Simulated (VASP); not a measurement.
Here is the system:

```
BaTiO3
1.0
    3.98890     0.00000     0.00000
    0.00000     3.98890     0.00000
    0.00000     0.00000     4.09812
Ba Ti O
1 1 3
Direct
  0.00000   0.00000   0.00325
  0.50000   0.50000   0.52100
  0.50000   0.50000   0.97124
  0.00000   0.50000   0.48425
  0.50000   0.00000   0.48425
```

Computed with optB86b-vdW, VASP's PBE PAW potentials (set 64) (plane waves; VASP). Run with 520 eV cut-off, 6×6×6 Γ-centred mesh, tetrahedra with Blöchl corrections, potentials Ba_sv Ti_sv O.

The cores are frozen, which limits the accuracy of field gradients.

Give the principal components of the electric field gradient (V/Å²) and the asymmetry η at each nucleus.

```tsv
atom	Vxx	Vyy	Vzz	η
Ba1	3.1	3.1	-6.2	0.00
Ti2	-6.2	-6.2	12.4	0.00
O3	-7.7	-7.7	15.4	0.00
O4	-14.9	-10.2	25.1	0.19
O5	-14.9	-10.2	25.1	0.19
```

The compound is BaTiO3 in the tetragonal perovskite structure. It was relaxed first.
